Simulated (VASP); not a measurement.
VASP runs on MoSi2 (MoSi2 type) share one base input (PBE GGA, plane waves, VASP's PBE PAW potentials (set 64)) and change the settings named in each case.

KPOINTS:
```
Automatic mesh
0
G
 12 12 12
```

File POSCAR:
```
MoSi2
4.5340570
 -0.3539876098   0.3539876098   0.8656706345
  0.3539876098  -0.3539876098   0.8656706345
  0.3539876098   0.3539876098  -0.8656706345
Si Mo
2 1
Cartesian
 -0.0000000000   0.0000000000   1.1513419439
  0.0000000000  -0.0000000000   0.5799993251
  0.0000000000   0.0000000000   0.0000000000
```

### INCAR
```
SYSTEM = MoSi2
PREC = Accurate; ENCUT = 400; LREAL = F
LASPH = T
EDIFF = 1E-6; NELM = 100; ALGO = Normal
LMAXMIX = 4
ISMEAR = 1; SIGMA = 0.1
GGA = PE
ISIF = 2
LWAVE = F; LCHARG = F
```

POTCAR, in this order: Si Mo_sv (PBE.64 set). Program: vasp_std.

```csv
change,E(σ→0) (eV/atom),pressure (GPa),largest force (eV/Å),−TS (eV)
base run,-7.7520,1.30,0.013,-0.0005
"LDAU = .TRUE., LDAUJ = 0 0, LDAUL = -1 2, LDAUTYPE = 2, LDAUU = 0 1.0",-7.3528,[?],[?],[?]
"LDAU = .TRUE., LDAUJ = 0 0, LDAUL = -1 2, LDAUTYPE = 2, LDAUU = 0 2.0",-6.9553,2.44,0.072,-0.0003
"LDAU = .TRUE., LDAUJ = 0 0, LDAUL = -1 2, LDAUTYPE = 2, LDAUU = 0 3.0",-6.5598,3.06,0.113,0.0002
"LDAU = .TRUE., LDAUJ = 0 0, LDAUL = -1 2, LDAUTYPE = 2, LDAUU = 0 4.0",-6.1661,[?],[?],0.0001
"LDAU = .TRUE., LDAUJ = 0 0, LDAUL = -1 2, LDAUTYPE = 2, LDAUU = 0 5.0",-5.7748,4.42,0.180,0.0001
"LDAU = .TRUE., LDAUJ = 0 0, LDAUL = -1 2, LDAUTYPE = 2, LDAUU = 0 6.0",-5.3860,5.20,0.217,0.0001
"LDAU = .TRUE., LDAUJ = 0 0, LDAUL = -1 2, LDAUTYPE = 2, LDAUU = 0 8.0",-4.6184,7.02,0.335,-0.0001
"LDAU = .TRUE., LDAUJ = 0 0, LDAUL = -1 2, LDAUTYPE = 2, LDAUU = 0 5.0, LMAXMIX = 2",-5.7748,4.42,0.180,0.0001
```

Q: What belongs in the gaps?

A: 
- LDAU = .TRUE., LDAUJ = 0 0, LDAUL = -1 2, LDAUTYPE = 2, LDAUU = 0 1.0, pressure (GPa): 1.85
- LDAU = .TRUE., LDAUJ = 0 0, LDAUL = -1 2, LDAUTYPE = 2, LDAUU = 0 1.0, largest force (eV/Å): 0.025
- LDAU = .TRUE., LDAUJ = 0 0, LDAUL = -1 2, LDAUTYPE = 2, LDAUU = 0 1.0, −TS (eV): -0.0006
- LDAU = .TRUE., LDAUJ = 0 0, LDAUL = -1 2, LDAUTYPE = 2, LDAUU = 0 4.0, pressure (GPa): 3.71
- LDAU = .TRUE., LDAUJ = 0 0, LDAUL = -1 2, LDAUTYPE = 2, LDAUU = 0 4.0, largest force (eV/Å): 0.141

Energies of different potentials or functionals have different zeros.  The base run's pressure lies -0.41 GPa from that at 700 eV (Pulay error).

Left out are runs that ran out of time, are held back, or changed the cell or the kind of run, fixed moments of cells without a moment, rows past the twelfth, gaps on odd meshes, pressures of charged cells and columns that move by less than the noise.

The compound is MoSi2 in the MoSi2 type structure. The cell was not relaxed at this level.
